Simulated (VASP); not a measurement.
An input for Quantum ESPRESSO's pw.x (written as the equivalent of a VASP run, and not itself run):

```
&CONTROL
  calculation = 'vc-relax'
  pseudo_dir = './pseudo'
  outdir = './out'
  tprnfor = .true.
  tstress = .true.
  nstep = 60
  forc_conv_thr = 0.00039
/
&SYSTEM
  ibrav = 0
  nat = 2
  ntyp = 1
  ecutwfc = 74
  occupations = 'smearing'
  smearing = 'methfessel-paxton'
  degauss = 0.00735
  input_dft = 'pw91'
/
&ELECTRONS
  conv_thr = 7.3e-08
  electron_maxstep = 100
/
&IONS
/
&CELL
/
ATOMIC_SPECIES
  Os 190.230 Os.upf
CELL_PARAMETERS angstrom
     1.3650000   -2.3642490    0.0000000
     1.3650000    2.3642490    0.0000000
     0.0000000    0.0000000    4.3200000
ATOMIC_POSITIONS crystal
  Os   0.3333330  0.6666670  0.2500000
  Os   0.6666670  0.3333330  0.7500000
K_POINTS automatic
  14 14 8 0 0 0
```

**Question.** Translate this input to VASP (INCAR, KPOINTS, POSCAR, choice of POTCAR).

**Answer.** Several could match; the one computed here: 
INCAR:
```
ALGO = Normal
EDIFF = 1E-6
EDIFFG = -0.01
ENCUT = 520
GGA = 91
IBRION = 2
ISIF = 3
ISMEAR = 1
LASPH = .TRUE.
LCHARG = .FALSE.
LMAXMIX = 6
LREAL = .FALSE.
LWAVE = .FALSE.
NELM = 100
NSW = 60
PREC = Accurate
SIGMA = 0.1
SYSTEM = Os
```

### POSCAR
```
Os
1
    1.3650000000    -2.3642490000     0.0000000000
    1.3650000000     2.3642490000     0.0000000000
    0.0000000000     0.0000000000     4.3200000000
Os
2
Direct
  0.3333330000   0.6666670000   0.2500000000
  0.6666670000   0.3333330000   0.7500000000
```

KPOINTS:
```
Automatic mesh
0
Gamma
14 14 8
0 0 0
```

POTCAR, in this order: Os (PBE.64 set). Program: vasp_std.

The two are equivalent in intent, not identical: the potentials are each code's own (VASP's PAW set, PseudoDojo norm-conserving files in pw.x), so ENCUT and ecutwfc are chosen apart and not converted; conv_thr bounds pw.x's estimated SCF error, while EDIFF bounds the energy change between steps; forc_conv_thr acts on force components and is met together with etot_conv_thr.

The compound is Os in the hcp structure. This run relaxes it. Symmetry was kept, so distortions that lower it aren't found.
